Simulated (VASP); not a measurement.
Output of a VASP run:

OSZICAR:
```
       N       E                     dE             d eps       ncg     rms          rms(c)
DAV:   1     0.459126757433E+02    0.45913E+02   -0.88090E+03  3520   0.151E+03
DAV:   2    -0.599594727287E+01   -0.51909E+02   -0.50592E+02  3387   0.720E+02
DAV:   3    -0.825502523851E+01   -0.22591E+01   -0.21612E+01  3552   0.635E+01
DAV:   4    -0.835518862669E+01   -0.10016E+00   -0.96721E-01  3652   0.973E+00
DAV:   5    -0.835813658916E+01   -0.29480E-02   -0.28879E-02  3324   0.156E+00    0.255E+01
DAV:   6    -0.835112648526E+01    0.70101E-02   -0.35074E-02  3325   0.433E+00    0.152E+01
DAV:   7    -0.836260038409E+01   -0.11474E-01   -0.67297E-02  3241   0.580E+00    0.399E-01
DAV:   8    -0.836260215218E+01   -0.17681E-05   -0.45665E-03  3275   0.945E-01    0.122E-01
DAV:   9    -0.836261868406E+01   -0.16532E-04   -0.21668E-04  3438   0.244E-01    0.313E-02
DAV:  10    -0.836261423741E+01    0.44466E-05   -0.24426E-05  3342   0.818E-02    0.373E-02
DAV:  11    -0.836261498589E+01   -0.74848E-06   -0.19400E-06  3314   0.212E-02    0.152E-03
DAV:  12    -0.836261519852E+01   -0.21263E-06   -0.59848E-08  1881   0.640E-03    0.106E-03
DAV:  13    -0.836261518764E+01    0.10874E-07   -0.22743E-08  1778   0.913E-03
   1 F= -.83626152E+01 E0= -.83625725E+01  d E =-.836262E+01
       N       E                     dE             d eps       ncg     rms          rms(c)
DAV:   1    -0.836278573578E+01   -0.17054E-03   -0.57352E-03  3106   0.108E+00    0.584E-02
DAV:   2    -0.836270996540E+01    0.75770E-04   -0.17163E-04  3334   0.202E-01    0.333E-02
DAV:   3    -0.836267075610E+01    0.39209E-04   -0.42520E-05  3775   0.867E-02    0.184E-02
DAV:   4    -0.836267074794E+01    0.81554E-08   -0.57573E-06  3391   0.221E-02    0.725E-03
DAV:   5    -0.836267072169E+01    0.26254E-07   -0.87227E-08  1593   0.848E-03
   2 F= -.83626707E+01 E0= -.83626164E+01  d E =-.555340E-04
```

File OUTCAR:
```
------------------------ aborting loop because EDIFF is reached ----------------------------------------
  FORCE on cell =-STRESS in cart. coord.  units (eV):
  Direction    XX          YY          ZZ          XY          YZ          ZX
  --------------------------------------------------------------------------------------
  Total        0.5928552      0.5928552      0.5659314      0.0000000     -0.0000000      0.0000000
  in kB       16.1789199     16.1789209     15.4441737      0.0000000     -0.0000000      0.0000000
  external PRESSURE =      15.9340048 kB  Pullay stress =       0.0000000 kB
  volume of cell :       58.71
      direct lattice vectors                 reciprocal lattice vectors
     1.758091943 -3.045104662 -0.000000000     0.284399233 -0.164197969 -0.000000000
     1.758091943  3.045104662 -0.000000000     0.284399233  0.164197969  0.000000000
     0.000000000 -0.000000000  5.483222369     0.000000000  0.000000000  0.182374511
 POSITION                                       TOTAL-FORCE (eV/Angst)
 -----------------------------------------------------------------------------------
      1.75809      1.01504      1.37081         0.000000      0.000000      0.000000
      1.75809     -1.01504      4.11242        -0.000000     -0.000000      0.000000
 -----------------------------------------------------------------------------------
    total drift:                                0.000001      0.000070     -0.000011
  FREE ENERGIE OF THE ION-ELECTRON SYSTEM (eV)
  ---------------------------------------------------
  free  energy   TOTEN  =        -8.3626707217 eV

  energy  without entropy=       -8.3625078428  energy(sigma->0) =       -8.36261643

 reached required accuracy - stopping structural energy minimisation
```
(Selected blocks of OUTCAR.)

File POSCAR:
```
Lu
1
    1.7570784615    -3.0433492579     0.0000000000
    1.7570784615     3.0433492579     0.0000000000
    0.0000000000     0.0000000000     5.4895496363
Lu
2
Direct
  0.3333330000   0.6666670000   0.2500000000
  0.6666670000   0.3333330000   0.7500000000
```

**Question.** Reconstruct the remaining input files.

**Answer.** This is not unique; one that fits is the input of the run itself, revPBE GGA, plane waves, VASP's PBE PAW potentials (set 64).

**KPOINTS**
```
Automatic mesh
0
Gamma
12 12 7
0 0 0
```

INCAR:
```
SYSTEM = Lu
PREC = Accurate
ENCUT = 520
EDIFF = 1E-7
NELM = 100
ALGO = Normal
LREAL = .FALSE.
LASPH = .TRUE.
ISMEAR = 1
SIGMA = 0.1
GGA = RE
LMAXMIX = 6
LWAVE = .FALSE.
LCHARG = .FALSE.
ISIF = 4
IBRION = 2
NSW = 30
EDIFFG = -0.01
```

POTCAR, in this order: Lu_3 (PBE.64 set). Program: vasp_std.

The compound is Lu in the hcp structure. This cell is one point of a volume scan, at 0.97 of the reference volume. Symmetry was kept, so distortions that lower it aren't found.
